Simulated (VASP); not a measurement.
Data:

```xyz
4
Lattice="3.4316 0.0000 0.0000 0.0000 3.4316 0.0000 0.0000 0.0000 3.4316" Properties=species:S:1:pos:R:3 pbc="T T T"
Mn     0.0000     0.0000     0.0000
Co     1.7158     1.7158     0.0000
Co     0.0000     1.7158     1.7158
Co     1.7158     0.0000     1.7158
```

Computed with PBEsol GGA, VASP's PBE PAW potentials (set 64) (plane waves; VASP). Run with 400 eV cut-off, Gaussian smearing of 0.050 eV, potentials Mn_pv Co.

The run has a spin-polarised start.

Task: Give the spin-up energies of bands 11 to 24 at the high-symmetry points, in eV from the Fermi level.

Result: 
```json
[
 {"band": "11", "Γ": "-2.04", "X": "-3.15", "M": "-2.88", "R": "-2.09"},
 {"band": "12", "Γ": "-2.04", "X": "-2.81", "M": "-2.74", "R": "-2.09"},
 {"band": "13", "Γ": "-2.04", "X": "-2.81", "M": "-2.60", "R": "-2.07"},
 {"band": "14", "Γ": "-0.61", "X": "-1.57", "M": "-2.60", "R": "-2.07"},
 {"band": "15", "Γ": "-0.61", "X": "-1.44", "M": "-2.59", "R": "-2.07"},
 {"band": "16", "Γ": "0.30", "X": "-0.92", "M": "-1.56", "R": "-0.24"},
 {"band": "17", "Γ": "0.45", "X": "-0.92", "M": "-1.24", "R": "-0.18"},
 {"band": "18", "Γ": "0.45", "X": "-0.84", "M": "-1.09", "R": "-0.18"},
 {"band": "19", "Γ": "0.63", "X": "-0.84", "M": "-1.09", "R": "-0.18"},
 {"band": "20", "Γ": "0.63", "X": "-0.74", "M": "-0.61", "R": "0.36"},
 {"band": "21", "Γ": "0.63", "X": "-0.69", "M": "-0.61", "R": "0.36"},
 {"band": "22", "Γ": "0.83", "X": "-0.20", "M": "-0.60", "R": "0.36"},
 {"band": "23", "Γ": "0.83", "X": "-0.02", "M": "-0.53", "R": "0.46"},
 {"band": "24", "Γ": "0.83", "X": "0.64", "M": "2.11", "R": "0.46"}
]
```

Task: Give the spin-down energies of bands 11 to 24 at the high-symmetry points, in eV from the Fermi level.

Result: 
```json
[
 {"band": "11", "Γ": "-1.92", "X": "-3.00", "M": "-2.69", "R": "-1.96"},
 {"band": "12", "Γ": "-1.92", "X": "-2.69", "M": "-2.66", "R": "-1.96"},
 {"band": "13", "Γ": "-1.92", "X": "-2.69", "M": "-2.66", "R": "-1.96"},
 {"band": "14", "Γ": "-0.53", "X": "-1.53", "M": "-2.45", "R": "-1.65"},
 {"band": "15", "Γ": "-0.53", "X": "-1.32", "M": "-1.93", "R": "-1.65"},
 {"band": "16", "Γ": "0.27", "X": "-1.10", "M": "-1.35", "R": "-0.31"},
 {"band": "17", "Γ": "0.45", "X": "-1.10", "M": "-1.35", "R": "-0.02"},
 {"band": "18", "Γ": "0.45", "X": "-0.85", "M": "-1.27", "R": "-0.02"},
 {"band": "19", "Γ": "0.45", "X": "-0.30", "M": "-0.91", "R": "-0.02"},
 {"band": "20", "Γ": "1.50", "X": "0.04", "M": "-0.77", "R": "0.25"},
 {"band": "21", "Γ": "1.50", "X": "0.04", "M": "0.41", "R": "0.25"},
 {"band": "22", "Γ": "1.83", "X": "0.45", "M": "0.41", "R": "0.25"},
 {"band": "23", "Γ": "1.83", "X": "0.87", "M": "0.70", "R": "1.23"},
 {"band": "24", "Γ": "1.83", "X": "1.02", "M": "2.04", "R": "1.23"}
]
```

It has no gap at this level: it comes out as a metal or semimetal.

The structure comes from a computed database's MnCo3 entry (Pm-3m); how it stands against other phases isn't given here. It was relaxed first, which changed the volume by -9 %.
